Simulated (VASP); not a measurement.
Data:

```xyz
2
Lattice="0.0000 2.6745 2.6745 2.6745 0.0000 2.6745 2.6745 2.6745 0.0000" Properties=species:S:1:pos:R:3 pbc="T T T"
Cu     5.3491     5.3491     5.3491
Cl     1.3373     1.3373     1.3373
```

All values below come from optB88-vdW, VASP's PBE PAW potentials (set 64) (plane waves; VASP). Numerical set-up: 520 eV cut-off, 8×8×8 Γ-centred mesh, Gaussian smearing of 0.050 eV, potentials Cu Cl.

Question: Predict the energy per atom (σ→0), pressure, band gap (on the k-mesh) with the smallest direct gap where there is one.

Answer: 
```
Property                                     Result
-----------------------------------  --------------
band gap (on the k-mesh)                    0.63 eV
smallest direct gap (on the k-mesh)         0.63 eV
energy per atom (σ→0)                -0.874 eV/atom
pressure                                  17.4 kbar
```

The compound is CuCl in the zinc blende structure. This cell is one point of a volume scan, at 0.97 of the reference volume.
